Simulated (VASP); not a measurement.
Ba: relaxation of cell and atoms with LDA

Ba:

```
Ba
1.0
    -2.50650    2.50650    2.50650
     2.50650   -2.50650    2.50650
     2.50650    2.50650   -2.50650
Ba
1
Direct
  0.00000 0.00000 0.00000
```

```
Program                : VASP 6.6.1
Task                   : relaxation of cell and atoms
Functional             : LDA
Potentials or basis    : VASP PAW LDA potentials, release 64 (Ba_sv)
Cutoff                 : 600 eV
k mesh                 : 12 × 12 × 12
Occupations            : methfessel-paxton, width 0.1 eV
Spin                   : no spin polarisation
Further INCAR settings : ALGO = Normal; EDIFF = 1e-06; IBRION = 2; EDIFFG = -0.01; NSW = 90; ISIF = 3
```

```yaml
Relaxed_volume: 53.94 Å³/atom
Relaxed_cell: a = 4.123 Å, b = 4.123 Å, c = 4.123 Å, α = 109.47°, β = 109.47°, γ = 109.47°
Space_group_after_relaxing_to_0.05_Å: Im-3m (No. 229)
Energy_gained_by_relaxing: 39.0 meV/atom
Ionic_steps: 4
Pressure_after_relaxing: 0.0 GPa
Band_gap_on_the_k_mesh: none (metal or under the smearing width)
```

The path:
| step | energy change (eV) | largest force (eV/Å) | pressure (GPa) | volume (Å³) |
| --- | --- | --- | --- | --- |
| 1 | 0.0000 | 0.0000 | -1.25 | 62.99 |
| 2 | -0.0276 | 0.0000 | -0.75 | 58.62 |
| 3 | -0.0390 | 0.0000 | -0.08 | 54.38 |
| 4 | -0.0390 | 0.0000 | 0.02 | 53.94 |

Final structure:
```xyz
1
Lattice="-2.3803 2.3803 2.3803 2.3803 -2.3803 2.3803 2.3803 2.3803 -2.3803" Properties=species:S:1:pos:R:3 pbc="T T T"
Ba    2.3803    2.3803   -2.3803
```

Levels at points of the mesh, in eV from the Fermi level:
```csv
k point,band 1,band 2,band 3,band 4,band 5,band 6,band 7,band 8,band 9
"(0.00, 0.00, 0.00)",-28.58,-13.42,-13.42,-13.42,-2.80,1.93,1.93,1.93,3.61
"(0.50, 0.00, 0.00)",-28.50,-14.18,-13.66,-13.43,-1.02,0.60,1.87,3.62,4.29
"(0.50, 0.50, 0.50)",-28.43,-13.94,-13.94,-13.94,-0.77,-0.77,5.19,5.19,5.19
```

It took 85 s on 1 thread of Intel(R) Xeon(R) Platinum 8488C (Sapphire Rapids), on a shared host, peak memory 0.2 GiB.

Caveat: the volume moved by -14 % from the deposited cell, more than functionals usually miss. The run has no spin-orbit coupling, so splittings on Ba are missing.
